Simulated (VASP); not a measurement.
# VAgCl2 (R-3m) in VASP: single point with HSE06

Aim: the single point of VAgCl2 with HSE06.

Everything below comes from runs of VASP 6.6.1. Logs are shortened: lines on timing, memory, paths and dates and some standing lists are left out, and cuts for length are marked.

## Step 1: The structure

The structure is trigonal, space group R-3m (No. 166). Conventional cell: a = 3.712 Å, b = 3.712 Å, c = 22.709 Å, α = 90.00°, β = 90.00°, γ = 120.00°. Around Ag (site symmetry -3m) lie 2 Cl at 2.53 Å. Cl (site symmetry 3m) has 3 V at 2.49 Å and 1 Ag at 2.53 Å as nearest neighbours. Around V (site symmetry -3m) lie 6 Cl at 2.49 Å.

The cell was built by a generator and needn't be a form met in nature.

## Step 2: Single point, HSE06, collinear spin, typed start

File POSCAR:

```
VAgCl2
1.0
    3.7124528400      0.0000000000      0.0000000000
   -1.8562264200      3.2150810900      0.0000000000
   -1.8562264200      1.0716900000      7.5696249100
Ag Cl V
1 2 1
Direct
    0.0000000000      0.0000000000      0.0000000000
    0.1112000000      0.8888000000      0.3336000000
    0.8888000000      0.1112000000      0.6664000000
    0.5000000000      0.5000000000      0.5000000000
```

File INCAR.step1:

```
  PREC = Accurate
  ENCUT = 520
  EDIFF = 1E-5
  ISMEAR = -1
  SIGMA = 0.0399
  LREAL = False
  LASPH = True
  NELM = 150
  ALGO = Normal
  ISIF = 2
  LWAVE = True
  LCHARG = False
  ISPIN = 2
  MAGMOM = 0 0 0 2.52
  LORBIT = 11
  LMAXMIX = 4
  NBANDS = 31
  GGA = PE
  ISYM = 0
```

File INCAR.step2:

```
  PREC = Accurate
  ENCUT = 520
  EDIFF = 1E-6
  ISMEAR = -1
  SIGMA = 0.0399
  LREAL = False
  LASPH = True
  NELM = 150
  ALGO = Normal
  ISIF = 2
  LWAVE = False
  LCHARG = False
  ISPIN = 2
  MAGMOM = 0 0 0 2.52
  LORBIT = 11
  LMAXMIX = 4
  GGA = PE
  LHFCALC = True
  HFSCREEN = 0.2079
  PRECFOCK = Normal
  NBANDS = 31
  ISTART = 1
  ISYM = 0
```

File KPOINTS:

```
Automatic mesh
0
Gamma
  3 3 1
```

Potentials or basis: VASP PAW PBE potentials, release 64 (Ag, Cl, V_sv).

The run is started by

```sh
$ cat potpaw_PBE.64/Ag/POTCAR potpaw_PBE.64/Cl/POTCAR potpaw_PBE.64/V_sv/POTCAR > POTCAR
$ cp INCAR.step1 INCAR
$ mpirun -np 1 vasp_std > vasp.out
$ cp INCAR.step2 INCAR
$ mpirun -np 1 vasp_std > vasp.out
```

OUTCAR:

```text
PREC = Accurate
   ENCUT = 520
   EDIFF = 1E-6
   ISMEAR = -1
   LREAL = False
   LASPH = True
   NELM = 150
   ISIF = 2
   ISPIN = 2
   LORBIT = 11
   GGA = PE
   LHFCALC = True
   HFSCREEN = 0.2079
   PRECFOCK = Normal
   ISTART = 1
   ISYM = 0

 ion  position               nearest neighbor table
   1  0.000  0.000  0.000-   2 2.53   3 2.53
   2  0.111  0.889  0.334-   4 2.49   4 2.49   4 2.49   1 2.53
   3  0.889  0.111  0.666-   4 2.49   4 2.49   4 2.49   1 2.53
   4  0.500  0.500  0.500-   2 2.49   3 2.49   3 2.49   2 2.49   2 2.49   3 2.49

IMPORTANT INFORMATION: All symmetrisations will be switched off!
NOSYMM: (Re-)initialisation of all symmetry stuff for point group C_1.

----------------------------------------------------------------------------------------

                                     Primitive cell

  volume of cell :      90.3498

  direct lattice vectors                    reciprocal lattice vectors
     3.712452840  0.000000000  0.000000000     0.269363691  0.155517073  0.044035723
    -1.856226420  3.215081090  0.000000000     0.000000000  0.311034146 -0.044035495
    -1.856226420  1.071690000  7.569624910     0.000000000  0.000000000  0.132106942

  length of vectors
     3.712452840  3.712455109  7.867230596     0.314136122  0.314135902  0.132106942

  position of ions in fractional coordinates (direct lattice)
     0.000000000  0.000000000  0.000000000
     0.111200000  0.888800000  0.333600000
     0.888800000  0.111200000  0.666400000
     0.500000000  0.500000000  0.500000000

  ion indices of the primitive-cell ions
   primitive index   ion index
                 1           1
                 2           2
                 3           3
                 4           4

----------------------------------------------------------------------------------------

 KPOINTS: Automatic mesh

Automatic generation of k-mesh.
 Grid dimensions read from file:
 generate k-points for:    3    3    1

 Generating k-lattice:

  Cartesian coordinates                     Fractional coordinates (reciprocal lattice)
     0.089787897  0.051839024  0.014678574     0.333333333  0.000000000  0.000000000
     0.000000000  0.103678049 -0.014678498     0.000000000  0.333333333  0.000000000
     0.000000000  0.000000000  0.132106942     0.000000000  0.000000000  1.000000000

  Length of vectors
     0.104712041  0.104711967  0.132106942

  Shift w.r.t. Gamma in fractional coordinates (k-lattice)
     0.000000000  0.000000000  0.000000000

 -----------------------------------------------------------------------------
|                                                                             |
|           W    W    AA    RRRRR   N    N  II  N    N   GGGG   !!!           |
|           W    W   A  A   R    R  NN   N  II  NN   N  G    G  !!!           |
|           W    W  A    A  R    R  N N  N  II  N N  N  G       !!!           |
|           W WW W  AAAAAA  RRRRR   N  N N  II  N  N N  G  GGG   !            |
|           WW  WW  A    A  R   R   N   NN  II  N   NN  G    G                |
|           W    W  A    A  R    R  N    N  II  N    N   GGGG   !!!           |
|                                                                             |
|     Your reciprocal lattice and k-lattice belong to different lattice       |
|     classes:                                                                |
|                                                                             |
|        The reciprocal lattice is rhombohedral (trigonal),                   |
|        whereas your k-lattice is base-centered monoclinic.                  |
|                                                                             |
|     Results are often still useful ...                                      |
|                                                                             |
 -----------------------------------------------------------------------------

 WARNING: IBZKPT: internal override: KBLOWUP is changed to .FALSE.
      ... skipping the blow-up phase ...

 Subroutine IBZKPT returns following result:
 ===========================================

 Found      5 irreducible k-points:

 Following reciprocal coordinates:
            Coordinates               Weight
  0.000000  0.000000  0.000000      1.000000
  0.333333  0.000000  0.000000      2.000000
  0.000000  0.333333  0.000000      2.000000
  0.333333  0.333333  0.000000      2.000000
 -0.333333  0.333333  0.000000      2.000000
   k-points           NKPTS =      5   k-points in BZ     NKDIM =      9   number of bands    NBANDS=     31
   number of dos      NEDOS =    301   number of ions     NIONS =      4
   total plane-waves  NPLWV =  47040
   dimension x,y,z NGX =    28 NGY =   28 NGZ =   60
   dimension x,y,z NGXF=    56 NGYF=   56 NGZF=  120
   ions per type =               1   2   1
   NGX,Y,Z   is equivalent  to a cutoff of  12.54, 12.54, 12.68 a.u.
   NGXF,Y,Z  is equivalent  to a cutoff of  25.08, 25.08, 25.36 a.u.
 SYSTEM =  unknown system
   PREC   = accura    normal or accurate (medium, high low for compatibility)
   ISTART =      1    job   : 0-new  1-cont  2-samecut
   ICHARG =      0    charge: 1-file 2-atom 10-const
   ISPIN  =      2    spin polarized calculation?
   LNONCOLLINEAR =      F non collinear calculations
   LSORBIT =      F    spin-orbit coupling
   LASPH  =      T    aspherical Exc in radial PAW
   ENCUT  =  520.0 eV  38.22 Ry    6.18 a.u.   6.90  6.90 14.63*2*pi/ulx,y,z
   NELM   =    150;   NELMIN=  2; NELMDL=  0     # of ELM steps
   EDIFF  = 0.1E-05   stopping-criterion for ELM
   LREAL  =      F    real-space projection
   EDIFFG = 0.1E-04   stopping-criterion for IOM
   NSW    =      0    number of steps for IOM
   IBRION =     -1    ionic relax: 0-MD 1-quasi-New 2-CG
   NFREE  =      0    steps in history (QN), initial steepest desc. (CG)
   ISIF   =      2    stress and relaxation
   ISYM   =      0    0-nonsym 1-usesym 2-fastsym
   POTIM  = 0.5000    time-step for ionic-motion
   TEBEG  =    0.0;   TEEND  =   0.0 temperature during run
   PSTRESS=    0.0 pullay stress
   NELECT =      38.0000    total number of electrons
   NUPDOWN=      -1.0000    fix difference up-down
   EMIN   =  10.00;   EMAX   =-10.00  energy-range for DOS
   EFERMI =   0.00;   METHOD = LEGACY
   ISMEAR =    -1;   SIGMA  =   0.04  broadening in eV -4-tet -1-fermi 0-gaus
   EFERMI_NEDOS =   21; number of points for ismear=-14 and -15
   IALGO  =     38    algorithm
   IMIX   =      1    mixing-type and parameters
     AMIX     =   0.40;   BMIX     =  1.00
     AMIX_MAG =   1.60;   BMIX_MAG =  1.00
  volume/ion in A,a.u.               =      22.59       152.43
  Fermi-wavevector in a.u.,A,eV,Ry     =   1.226574  2.317888 20.469732  1.504483
  Thomas-Fermi vector in A             =   2.361569
   LORBIT       =     11    0 simple, 1 ext, 2 COOP (PROOUT), +10 PAW based schemes
   GGA     = PE    functional components
   LHFCALC =     T    Hartree Fock is set to
   PRECFOCK=normal    Normal, Fast or Accurate (Low or Medium for compatibility)
   ENCUT4O =  -1.0   cutoff for four orbital integrals eV
   NKREDX  =     1    reduce k-point grid by
   NKREDY  =     1    reduce k-point grid by
   NKREDZ  =     1    reduce k-point grid by
   AEXX    =    0.2500 exact exchange contribution
   HFSCREEN=    0.2079 screening length (either q_TF or 0.3 A-1)
   HFSCREENC=   0.2079 screening length for correlation (either q_TF or 0.3 A-1)
   ENCUTFOCK=  -1.0 apply spherical cutoff to Coloumb kernel
   IVDW    =     0    specifies the selected vdW correction
   LEPSILON=     F    determine dielectric tensor
   LRPA    =     F    only Hartree local field effects (RPA)
 spin polarized calculation
  energy-cutoff  :      520.00
  volume of cell :       90.35
 maximum number of plane-waves:      2445
  NGX = 24; NGY = 24; NGZ = 48

 number of electron      37.9999993 magnetization       2.4422509

 Free energy of the ion-electron system (eV)
  ---------------------------------------------------
  ext. energy  EPLUGINS =         0.00000000
  ---------------------------------------------------
  free energy    TOTEN  =       -22.43562159 eV

  energy without entropy =      -22.42946060  energy(sigma->0) =      -22.43254109

 E-fermi :   5.8292     XC(G=0):  -7.8213

 val. band max:        5.1516072946   @ k =   0.3333   0.0000   0.0000
 cond. band min:       5.8292328390   @ k =  -0.3333   0.3333   0.0000
 fundamental gap:      0.6776255444
 Fermi energy:         5.8292067979

 spin component 1

 k-point     1 :       0.0000    0.0000    0.0000
  band No.  band energies     occupation
      1     -65.5755      1.00000
      2     -38.0607      1.00000
      3     -38.0530      1.00000
      4     -38.0239      1.00000
      5     -15.3853      1.00000
      6     -14.4373      1.00000
[... 23 lines left out ...]
     30      14.9994      0.00000
     31      16.1903      0.00000

 k-point     2 :       0.3333    0.0000    0.0000
  band No.  band energies     occupation
      1     -65.5740      1.00000
      2     -38.0705      1.00000
      3     -38.0502      1.00000
      4     -38.0405      1.00000
      5     -14.8778      1.00000
      6     -14.4432      1.00000
[... 23 lines left out ...]
     30      13.7149      0.00000
     31      14.4630      0.00000

 k-point     3 :       0.0000    0.3333    0.0000
  band No.  band energies     occupation
      1     -65.5740      1.00000
      2     -38.0705      1.00000
      3     -38.0502      1.00000
      4     -38.0405      1.00000
      5     -14.8778      1.00000
      6     -14.4432      1.00000
[... 23 lines left out ...]
     30      13.7149      0.00000
     31      14.4630      0.00000

 k-point     4 :       0.3333    0.3333    0.0000
  band No.  band energies     occupation
      1     -65.5733      1.00000
      2     -38.0798      1.00000
      3     -38.0469      1.00000
      4     -38.0460      1.00000
      5     -14.5437      1.00000
      6     -14.5020      1.00000
[... 23 lines left out ...]
     30      13.0731      0.00000
     31      14.3463      0.00000

 k-point     5 :      -0.3333    0.3333    0.0000
  band No.  band energies     occupation
      1     -65.5740      1.00000
      2     -38.0826      1.00000
      3     -38.0493      1.00000
      4     -38.0290      1.00000
      5     -14.8694      1.00000
      6     -14.4543      1.00000
[... 23 lines left out ...]
     30      13.3838      0.00000
     31      15.3379      0.00000
 Fermi energy:         5.8292067979

 spin component 2

 k-point     1 :       0.0000    0.0000    0.0000
  band No.  band energies     occupation
      1     -62.3824      1.00000
      2     -34.6377      1.00000
      3     -34.5955      1.00000
      4     -34.4736      1.00000
      5     -15.4002      1.00000
      6     -14.4994      1.00000
[... 23 lines left out ...]
     30      16.1807      0.00000
     31      16.1890      0.00000

 k-point     2 :       0.3333    0.0000    0.0000
  band No.  band energies     occupation
      1     -62.3805      1.00000
      2     -34.6698      1.00000
      3     -34.6070      1.00000
      4     -34.4679      1.00000
      5     -14.9193      1.00000
      6     -14.5085      1.00000
[... 23 lines left out ...]
     30      14.3042      0.00000
     31      14.5199      0.00000

 k-point     3 :       0.0000    0.3333    0.0000
  band No.  band energies     occupation
      1     -62.3805      1.00000
      2     -34.6698      1.00000
      3     -34.6070      1.00000
      4     -34.4679      1.00000
      5     -14.9193      1.00000
      6     -14.5085      1.00000
[... 23 lines left out ...]
     30      14.3042      0.00000
     31      14.5199      0.00000

 k-point     4 :       0.3333    0.3333    0.0000
  band No.  band energies     occupation
      1     -62.3795      1.00000
      2     -34.6715      1.00000
      3     -34.6265      1.00000
      4     -34.4651      1.00000
      5     -14.6074      1.00000
      6     -14.5637      1.00000
[... 23 lines left out ...]
     30      13.6315      0.00000
     31      14.7589      0.00000

 k-point     5 :      -0.3333    0.3333    0.0000
  band No.  band energies     occupation
      1     -62.3805      1.00000
      2     -34.6457      1.00000
      3     -34.6298      1.00000
      4     -34.4680      1.00000
      5     -14.9107      1.00000
      6     -14.5196      1.00000
[... 23 lines left out ...]
     30      14.3174      0.00000
     31      15.5717      0.00000

------------------------ aborting loop because EDIFF is reached ----------------------------------------

  FORCE on cell =-STRESS in cart. coord.  units (eV):
  Direction    XX          YY          ZZ          XY          YZ          ZX
  --------------------------------------------------------------------------------------
  -------------------------------------------------------------------------------------
  Total       -0.9047239     -1.0716618      6.5570809     -0.1445558      0.1200568     -0.2079879
  in kB      -16.0435102    -19.0038290    116.2770187     -2.5634150      2.1289723     -3.6882590
  external PRESSURE =      27.0765598 kB  Pullay stress =       0.0000000 kB

 VOLUME and BASIS-vectors are now :
 -----------------------------------------------------------------------------
  energy-cutoff  :      520.00
  volume of cell :       90.35
      direct lattice vectors                 reciprocal lattice vectors
     3.712452840  0.000000000  0.000000000     0.269363691  0.155517073  0.044035723
    -1.856226420  3.215081090  0.000000000     0.000000000  0.311034146 -0.044035495
    -1.856226420  1.071690000  7.569624910     0.000000000  0.000000000  0.132106942

 POSITION                                       TOTAL-FORCE (eV/Angst)
 -----------------------------------------------------------------------------------
      0.00000      0.00000      0.00000         0.000003     -0.000001     -0.000002
     -1.85623      3.21508      2.52523        -0.038251      0.022083      0.542499
      1.85623      1.07169      5.04440         0.038247     -0.022082     -0.542497
      0.00000      2.14339      3.78481         0.000001      0.000000      0.000000
 -----------------------------------------------------------------------------------
    total drift:                               -0.000001     -0.000003     -0.000002

  FREE ENERGIE OF THE ION-ELECTRON SYSTEM (eV)
  ---------------------------------------------------
  free  energy   TOTEN  =       -22.4356215893 eV

  energy  without entropy=      -22.4294605955  energy(sigma->0) =      -22.43254109

 total charge

# of ion       s       p       d       tot
------------------------------------------
    1        0.344   0.130   9.341   9.815
    2        1.598   3.569   0.000   5.167
    3        1.598   3.569   0.000   5.167
    4        2.148   6.104   3.082  11.334
--------------------------------------------------
tot          5.688  13.374  12.423  31.484

 magnetization (x)

# of ion       s       p       d       tot
------------------------------------------
    1       -0.115  -0.032  -0.002  -0.149
    2       -0.008  -0.043   0.000  -0.051
    3       -0.008  -0.043   0.000  -0.051
    4        0.028   0.015   2.635   2.678
--------------------------------------------------
tot         -0.102  -0.103   2.632   2.427
```

Wall time 17 min (1 thread of AMD EPYC 7R13 (Zen 3), shared host); peak memory 0.36 GiB.

Results:

```
Free energy                                           : -22.4356 eV
Pressure                                              : 2.7 GPa
Largest force                                         : 0.544 eV/Å
Band gap on the k mesh                                : none (metal or under the smearing width)
Net moment                                            : 2.44 μB per cell
Site moments                                          : Ag -0.15; Cl -0.05; V +2.68 μB
Valence electrons inside the program's atomic spheres : Ag 9.81; Cl 5.17; V 11.33
```

Forces on the atoms (eV/Å):
```
Ag   0.000  0.000  0.000
Cl  -0.038  0.022  0.542
Cl   0.038 -0.022 -0.542
V    0.000  0.000  0.000
```

Stress tensor (GPa, compression positive):
```
-1.60 -0.26 -0.37
-0.26 -1.90  0.21
-0.37  0.21 11.63
```

Caveat: the k mesh is coarse (spacing up to 0.83 Å⁻¹), so the values aren't converged, least of all with exact exchange; the PAW data sets were made with another functional, which shifts forces and pressure a little.
